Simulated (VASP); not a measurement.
The system is AlN.

```
Al N
1.0
     3.11300    0.00000    0.00000
    -1.55650    2.69594    0.00000
     0.00000    0.00000    4.98100
Al N
2 2
Cartesian
  0.0000 1.7973 0.0000
  1.5565 0.8986 2.4905
  0.0000 1.7973 1.8928
  1.5565 0.8986 4.3833
```

```yaml
Program: VASP 6.6.1
Task: relaxation of cell and atoms
Functional: PBE
Potentials_or_basis: VASP PAW PBE potentials, release 64 (Al, N)
Cutoff: 600 eV
k_mesh: 12 × 12 × 6
Occupations: gaussian, width 0.03 eV
Spin: no spin polarisation
```

At the start: pressure 3.3 GPa; volume 10.45 Å³/atom.

How do energy, volume and symmetry change on relaxing?

Over 3 steps the energy falls by 2.1 meV/atom and the volume is 10.62 Å³/atom (+1.7 %); space group P6_3mc (No. 186, to 0.05 Å).

The path:
| step | energy change (eV) | largest force (eV/Å) | pressure (GPa) | volume (Å³) |
| --- | --- | --- | --- | --- |
| 1 | 0.0000 | 0.1289 | 3.35 | 41.80 |
| 2 | -0.0017 | 0.0910 | -2.80 | 43.14 |
| 3 | -0.0083 | 0.0042 | 0.02 | 42.50 |

Final structure:
```cif
data_structure
_symmetry_space_group_name_H-M 'P 1'
_symmetry_Int_Tables_number 1
_cell_length_a 3.1273
_cell_length_b 3.1273
_cell_length_c 5.0175
_cell_angle_alpha 90.000
_cell_angle_beta 90.000
_cell_angle_gamma 120.000
_cell_volume 42.50
loop_
_atom_site_label
_atom_site_type_symbol
_atom_site_fract_x
_atom_site_fract_y
_atom_site_fract_z
_atom_site_occupancy
Al1 Al 0.33333 0.66667 0.99934 1
Al2 Al 0.66667 0.33333 0.49934 1
N1 N 0.33333 0.66667 0.38066 1
N2 N 0.66667 0.33333 0.88066 1
```
